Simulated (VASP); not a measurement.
Energy against volume of MgSe (rock salt). Computed with RPBE GGA, VASP's PBE PAW potentials (set 64) (plane waves; VASP). Settings: 520 eV cut-off, 8×8×8 Γ-centred mesh, Gaussian smearing of 0.050 eV, potentials Mg Se.

```json
[
 {"V (Å³/atom)": "20.158", "E (eV/atom)": "-3.46342"},
 {"V (Å³/atom)": "20.801", "E (eV/atom)": "-3.47522"},
 {"V (Å³/atom)": "21.444", "E (eV/atom)": "-3.47895"},
 {"V (Å³/atom)": "22.088", "E (eV/atom)": "-3.47576"}
]
```

Q: Fit these four points and predict the energy of the run at 22.731 Å³/atom.

A: A cubic in V^(−2/3), the third-order Birch-Murnaghan form, passes through the four points with V0 = 21.45 Å³/atom and B0 = 57 GPa, and gives -3.4666 eV/atom there. The run gave -3.4666 eV/atom, +0.0 meV/atom from the fit; all five points give B0 = 57 GPa.

The compound is MgSe in the rock salt structure. It was relaxed first, which changed the volume by +5 %.
